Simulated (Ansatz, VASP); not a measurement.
# Cross-check of HfTi2 (HfTi2 in the C11b ordering) between VASP and Ansatz, part 2 of 2

Aim: how closely do two programs agree when they are given the same cell, functional and k mesh? The cell is generated by rule, not measured, and may not be a known phase. Of the first pair: The two relaxations start from unlike cells of this crystal (the structure described is Ansatz's start), so only their ends are compared.

VASP 6.6.1 and Ansatz 0.2.0.

So far: The starting structure; VASP: relaxation of cell and atoms, PBE, pair 1; Ansatz: relaxation of cell and atoms, PBE, pair 1; Side by side.

### Step 5. Ansatz: relaxation of cell and atoms, PBE, pair 2

Level of this step: Ansatz beside VASP: Kohn-Sham DFT, plane waves, PBE (Ansatz).

The relaxed volume is the usual yardstick between codes: in a stiff, nearly cubic crystal its relative difference is about their pressure difference at one cell divided by the bulk modulus.

The cell is taken from a series of runs on this material, whose earlier steps may have relaxed, scaled, displaced or heated it; both programs get it as it stands.

File input.yaml:

```yaml
crystal:
  lattice:
    - [3.4498680828, 0.0, -1.7028e-06]
    - [0.0, 3.4498680828, -1.7028e-06]
    - [1.7249364153, 1.7249364153, 4.8095394072]
  atoms:
    - { symbol: Hf, position: [0.0, 0.0, 0.0] }
    - { symbol: Ti, position: [0.6881492595, 0.6881492595, 0.623701481] }
    - { symbol: Ti, position: [0.3118507405, 0.3118507405, 0.376298519] }
kpoints:
  mp_grid: { grid: [8, 8, 8] }
hamiltonian:
  xc: pbe
scf:
  occupations: { method: methfessel_paxton, width: 0.2 }
output:
  forces: true
  stress: true
  eigenvalues: true
relax:
  adjacent_minimum: "off"
  f_tol: 0.001
  max_steps: 60
  cell: { stress_tol: 0.01 }
```

Launch:

```console
$ ansatz run input.yaml --threads 4 --pin off --max-ram 8192MiB --backend cpu --events-out ev --progress --plain --runs-dir out
```

Numbers of over 12 decimals in the logs are rounded to 6 here.

Output:

```text
[...]
Crystal: 3 atoms, lattice volume = 57.241 Å³
Basis set: ecut = 420 eV, 1113 PW (Γ), exchange–correlation on 48×48×80 points (8 copies of the dense FFT grid, shifted against one another)
Bands: 30, of which v1, the nominal top of the filled ones, is band 25 counted from 1 (24 counted from 0)
Symmetry: 16 space group operations
[...]
k-points: 59 of 512
[...]
--- Relaxed structure (5 steps of the walk, 5 accepted, 1 SCFs on fresh bases) ---
[...]
cell:  # Å, volume = 57.2204 Å³
    - [3.452712, -4.2058132641728893e-13, -1.7041988325055249e-6]
    - [-4.205813264173112e-13, 3.452712, -1.70419883250557e-6]
    - [1.726358, 1.726358, 4.799881]
  atoms:
    - { symbol: Hf, position: [0, 0, 0] }
    - { symbol: Ti, position: [0.688197, 0.688197, 0.623607] }
    - { symbol: Ti, position: [0.311803, 0.311803, 0.376393] }
[key lines of the parts left out:]
SCF converged after 6 iterations
Free energy (F): -20720.427875 eV
Fermi energy:    15.640268 eV
P = ⅓ Tr σ = -0.0002 GPa (-0.002 kbar)
```

### Step 6. VASP: relaxation of cell and atoms, PBE, pair 2

The same cell, functional, mesh and smearing now go to VASP, with its own data sets.

File INCAR:

```
SYSTEM = HfTi2
PREC = Accurate
ENCUT = 500
EDIFF = 1E-07
NELM = 120
ISMEAR = 1
SIGMA = 0.2
LREAL = .FALSE.
ALGO = Normal
GGA = PE
NBANDS = 23
LASPH = .TRUE.
LORBIT = 11
LWAVE = .FALSE.
LCHARG = .FALSE.
ISIF = 3
IBRION = 2
NSW = 80
EDIFFG = -0.005
GGA_COMPAT = .FALSE.
NELMIN = 4
KPAR = 2
```

File POSCAR:

```
HfTi2
1.0
    3.4498680000      0.0000000000     -0.0000020000
    0.0000000000      3.4498680000     -0.0000020000
    1.7249360000      1.7249360000      4.8095390000
Hf Ti
1 2
Direct
    0.0000000000      0.0000000000      0.0000000000
    0.6881493575      0.6881493575      0.6237017212
    0.3118508284      0.3118508284      0.3762984867
```

File KPOINTS:

```
Automatic mesh
0
Gamma
8 8 8
0 0 0
```

Potentials, in the order of the species: Hf_pv and Ti_sv (PBE family, release 64).

Launch:

```console
$ mpirun -np 2 vasp_std
```

Output:

```text
[... set-up lines as in an earlier step ...]
 entering main loop
       N       E                     dE             d eps       ncg     rms          rms(c)
DAV:   1     0.349571042213E+03    0.34957E+03   -0.17506E+04  2714   0.165E+03
DAV:   2     0.108189860519E+02   -0.33875E+03   -0.33169E+03  2889   0.488E+02
DAV:   3    -0.248186517169E+02   -0.35638E+02   -0.34522E+02  5340   0.126E+02
DAV:   4    -0.275618182285E+02   -0.27432E+01   -0.27249E+01  3593   0.297E+01
[...]
DAV:  15    -0.253300636529E+02    0.52381E-06   -0.16369E-06  3945   0.793E-03    0.276E-03
DAV:  16    -0.253300635492E+02    0.10363E-06   -0.44701E-07  3318   0.430E-03    0.132E-03
DAV:  17    -0.253300635840E+02   -0.34817E-07   -0.33073E-08  2337   0.189E-03
   1 F= -.25330064E+02 E0= -.25330026E+02  d E =-.253301E+02
[... from here on, the cycles between the ionic steps are left out ...]
   2 F= -.25330279E+02 E0= -.25330257E+02  d E =-.215560E-03
   3 F= -.25330414E+02 E0= -.25330383E+02  d E =-.350216E-03
   4 F= -.25330414E+02 E0= -.25330382E+02  d E =-.349930E-03
   5 F= -.25330469E+02 E0= -.25330438E+02  d E =-.554379E-04
   6 F= -.25330475E+02 E0= -.25330446E+02  d E =-.616173E-04
   7 F= -.25330481E+02 E0= -.25330451E+02  d E =-.672146E-04
   8 F= -.25330481E+02 E0= -.25330451E+02  d E =-.671164E-04
   9 F= -.25330485E+02 E0= -.25330464E+02  d E =-.419620E-05
  10 F= -.25330485E+02 E0= -.25330466E+02  d E =-.424650E-05
  11 F= -.25330489E+02 E0= -.25330479E+02  d E =-.429895E-05
 trial-energy change:   -0.000004  1 .order   -0.000004   -0.000005   -0.000002
 step:   1.6022(harm=  1.6022)  dis= 0.00076  next Energy=   -25.330490 (dE=-0.501E-05)
 reached required accuracy - stopping structural energy minimisation
```

From OUTCAR (step 6):

```text
  Total        0.0048897      0.0048897      0.0063042      0.0000000     -0.0000000     -0.0000000
  in kB        0.1374130      0.1374130      0.1771632      0.0000000     -0.0000000     -0.0000000
  external PRESSURE =       0.1506630 kB  Pullay stress =       0.0000000 kB

 POSITION                                       TOTAL-FORCE (eV/Angst)
 -----------------------------------------------------------------------------------
      0.00000      3.44977     -0.00000         0.000000     -0.000000      0.000000
      3.44977      3.44977      2.98789         0.000000      0.000000      0.002367
      1.72488      1.72488      1.80267        -0.000000     -0.000000     -0.002367
 -----------------------------------------------------------------------------------
    total drift:                               -0.001917     -0.001917     -0.002046

  FREE ENERGIE OF THE ION-ELECTRON SYSTEM (eV)
  ---------------------------------------------------
  free  energy   TOTEN  =       -25.3304891762 eV

  energy  without entropy=      -25.3304574815  energy(sigma->0) =      -25.33047861

[... 1 part as in an earlier step ...]

[... 3 further parts left out ...]
[key lines of the parts left out:]
E-fermi :   6.7548
```

### Step 7. Differences

What differs besides the data sets and the points named for the pairs above, as far as they apply: the data sets hold 50 valence electrons in Ansatz (on its default PAW (the set named soft_2) files) and 34 in VASP. Total energies have different zeros and are not compared.

The two programs side by side:

```csv
quantity,Ansatz,VASP,difference
volume (Å³),57.22,57.01,+0.37 %
"edge a after relaxation, in the typed setting (Å)",3.453,3.450,+0.08 %
"edge c after relaxation, in the typed setting (Å)",5.385,5.376,+0.17 %
```

### Step 8. VASP: relaxation of cell and atoms, PBE, pair 3

The relaxed volume is the usual yardstick between codes: in a stiff, nearly cubic crystal its relative difference is about their pressure difference at one cell divided by the bulk modulus.

INCAR, as its differences from that of step 6:

```diff
@@ -5,4 +5,4 @@
 NELM = 120
-ISMEAR = 1
-SIGMA = 0.2
+ISMEAR = 0
+SIGMA = 0.1
 LREAL = .FALSE.
```

File POSCAR:

```
HfTi2
1.0
    3.4496280000      0.0000000000     -0.0000020000
    0.0000000000      3.4496280000     -0.0000020000
    1.7248170000      1.7248170000      4.7994250000
Hf Ti
1 2
Direct
    0.0000000000      0.0000000000      0.0000000000
    0.6884159675      0.6884159675      0.6231681407
    0.3115839283      0.3115839283      0.3768320677
```

File KPOINTS:

```
Automatic mesh
0
Gamma
10 10 10
0 0 0
```

Launch:

```console
$ mpirun -np 2 vasp_std
```

Output:

```text
[... set-up lines as in an earlier step ...]
 entering main loop
       N       E                     dE             d eps       ncg     rms          rms(c)
DAV:   1     0.346838225892E+03    0.34684E+03   -0.17567E+04  4708   0.166E+03
DAV:   2     0.103639226766E+02   -0.33647E+03   -0.32973E+03  4874   0.488E+02
DAV:   3    -0.248162008789E+02   -0.35180E+02   -0.34124E+02  9041   0.125E+02
DAV:   4    -0.275661034339E+02   -0.27499E+01   -0.27300E+01  6384   0.297E+01
[...]
DAV:  15    -0.253428981504E+02    0.95456E-06   -0.32814E-06  6829   0.105E-02    0.367E-03
DAV:  16    -0.253428980297E+02    0.12067E-06   -0.73698E-07  5972   0.509E-03    0.189E-03
DAV:  17    -0.253428980014E+02    0.28328E-07   -0.41412E-08  4194   0.219E-03
   1 F= -.25342898E+02 E0= -.25330869E+02  d E =-.253429E+02
[...]
2 F= -.25342991E+02 E0= -.25330980E+02  d E =-.930483E-04
[...]
3 F= -.25342991E+02 E0= -.25330980E+02  d E =-.932780E-04
[...]
4 F= -.25343024E+02 E0= -.25330972E+02  d E =-.325648E-04
 trial-energy change:   -0.000033  1 .order   -0.000032   -0.000059   -0.000005
 step:   1.0876(harm=  1.0941)  dis= 0.00126  next Energy=   -25.343024 (dE=-0.328E-04)
 reached required accuracy - stopping structural energy minimisation
```

Parts of OUTCAR (step 8):

```text
  Total        0.0065288      0.0065288     -0.0103231     -0.0000000     -0.0000000     -0.0000000
  in kB        0.1833615      0.1833615     -0.2899248     -0.0000000     -0.0000003     -0.0000003
  external PRESSURE =       0.0255994 kB  Pullay stress =       0.0000000 kB

 POSITION                                       TOTAL-FORCE (eV/Angst)
 -----------------------------------------------------------------------------------
      0.00000      0.00000      0.00000        -0.000000     -0.000000      0.000000
      3.44656      3.44656      2.99519         0.000000      0.000000      0.004479
      1.72328      1.72328      1.80727        -0.000000     -0.000000     -0.004479
 -----------------------------------------------------------------------------------
    total drift:                               -0.000000     -0.000000     -0.002057

  FREE ENERGIE OF THE ION-ELECTRON SYSTEM (eV)
  ---------------------------------------------------
  free  energy   TOTEN  =       -25.3430238442 eV

  energy  without entropy=      -25.3189195825  energy(sigma->0) =      -25.33097171

[... 1 part as in an earlier step ...]

[... 3 further parts left out ...]
[key lines of the parts left out:]
E-fermi :   6.7553
```

### Step 9. Ansatz: relaxation of cell and atoms, PBE, pair 3

The same cell, functional, mesh and smearing now go to Ansatz, which takes its cutoff from its data sets.

The cell is taken from a series of runs on this material, whose earlier steps may have relaxed, scaled, displaced or heated it; both programs get it as it stands.

File input.yaml:

```yaml
crystal:
  lattice:
    - [3.4496284827, 0.0, -1.7027e-06]
    - [0.0, 3.4496284827, -1.7027e-06]
    - [1.7248166102, 1.7248166102, 4.7994254508]
  atoms:
    - { symbol: Hf, position: [0.0, 0.0, 0.0] }
    - { symbol: Ti, position: [0.6884160098, 0.6884160098, 0.6231679804] }
    - { symbol: Ti, position: [0.3115839902, 0.3115839902, 0.3768320196] }
kpoints:
  mp_grid: { grid: [10, 10, 10] }
hamiltonian:
  xc: pbe
scf:
  occupations: { method: gaussian, width: 0.1 }
output:
  forces: true
  stress: true
  eigenvalues: true
  write_density: true
  write_potential: true
  elf: true
  volumetric_format: npy
relax:
  adjacent_minimum: "off"
  f_tol: 0.005
  max_steps: 80
  cell: { stress_tol: 0.05 }
```

Launch:

```console
$ ansatz run input.yaml --threads 4 --pin off --max-ram 8192MiB --backend cpu --events-out ev --progress --plain --runs-dir out
```

Output:

```text
[...]
Crystal: 3 atoms, lattice volume = 57.113 Å³
Basis set: ecut = 420 eV, 1105 PW (Γ), exchange–correlation on 48×48×72 points (8 copies of the dense FFT grid, shifted against one another)
Bands: 30, of which v1, the nominal top of the filled ones, is band 25 counted from 1 (24 counted from 0)
Symmetry: 16 space group operations
[...]
k-points: 102 of 1000
[...]
--- Relaxed structure (3 steps of the walk, 3 accepted, 1 SCFs on fresh bases) ---
[...]
cell:  # Å, volume = 57.2412 Å³
    - [3.449868, -4.2022938447358425e-13, -1.7027836551025434e-6]
    - [-4.2022938447376525e-13, 3.449868, -1.7027836551029102e-6]
    - [1.724936, 1.724936, 4.809539]
  atoms:
    - { symbol: Hf, position: [0, 0, 0] }
    - { symbol: Ti, position: [0.688149, 0.688149, 0.623701] }
    - { symbol: Ti, position: [0.311851, 0.311851, 0.376299] }
[key lines of the parts left out:]
SCF converged after 8 iterations
Free energy (F): -20720.440574 eV
Fermi energy:    15.640536 eV
P = ⅓ Tr σ = 0.0132 GPa (0.132 kbar)
```

### Step 10. Comparison

What differs besides the data sets and the points named for the pairs above, as far as they apply: the data sets hold 50 valence electrons in Ansatz (on its default PAW (the set named soft_2) files) and 34 in VASP. Total energies have different zeros and are not compared.

The two programs side by side:

```csv
quantity,Ansatz,VASP,difference
volume (Å³),57.24,57.05,+0.34 %
"edge a after relaxation, in the typed setting (Å)",3.450,3.447,+0.10 %
"edge c after relaxation, in the typed setting (Å)",5.393,5.386,+0.14 %
```

### Step 11. Outcome

```yaml
difference_in_edge_c_after_relaxation_in_the_typed_setting_relaxation_of_cell_and_atoms_pbe_pair_1: 0.32 %
difference_in_volume_relaxation_of_cell_and_atoms_pbe_pair_2: 0.37 %
difference_in_volume_relaxation_of_cell_and_atoms_pbe_pair_3: 0.34 %
```

In words: The difference in volume is 0.37 % (relaxation of cell and atoms, PBE, pair 2), within the 1.2 % picked in this series as the mark of a large difference, as far as the stopping tolerances let one tell. The data sets hold unlike numbers of valence electrons (50 in Ansatz and 34 in VASP), so part of the differences comes from the potentials. How closely two codes agree says nothing of how well the functional describes the real material.

[Lines on the potential files, build, host, timing and source positions are cut from VASP's logs without a mark.]

[Logs are printed without paths, hosts, clocks, repeated set-up lines and the standing remarks that a program may print on its own settings, such as how far it seeks lower states.]

[Hosts, paths, dates, database ids (printed as entryN), source tags and the programs' standing remarks are cut or masked in the printed files.]
